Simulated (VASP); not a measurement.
Here is the system:

```
CELL_PARAMETERS angstrom
      1.63416    -2.83046     0.00000
      1.63416     2.83046     0.00000
      0.00000     0.00000     5.23789
ATOMIC_POSITIONS crystal
  Zn 0.66667 0.33333 0.50029
  Zn 0.33333 0.66667 0.00029
  O  0.66667 0.33333 0.88171
  O  0.33333 0.66667 0.38171
```

Level of theory: TPSS meta-GGA, VASP's PBE PAW potentials (set 64) (plane waves; VASP). Numerical set-up: 520 eV cut-off, 9×9×5 Γ-centred mesh, tetrahedra with Blöchl corrections, potentials Zn O.

The cores are frozen, which limits the accuracy of field gradients.

Problem. Give the principal components of the electric field gradient (V/Å²) and the asymmetry η at each nucleus.

Solution. 
```
atom   Vxx   Vyy   Vzz     η
----  ----  ----  ----  ----
Zn1   -3.1  -3.1   6.2  0.00
Zn2   -3.1  -3.1   6.2  0.00
O3     1.3   1.2  -2.5  0.00
O4     1.3   1.2  -2.5  0.00
```

The compound is ZnO in the wurtzite structure. It was relaxed first.
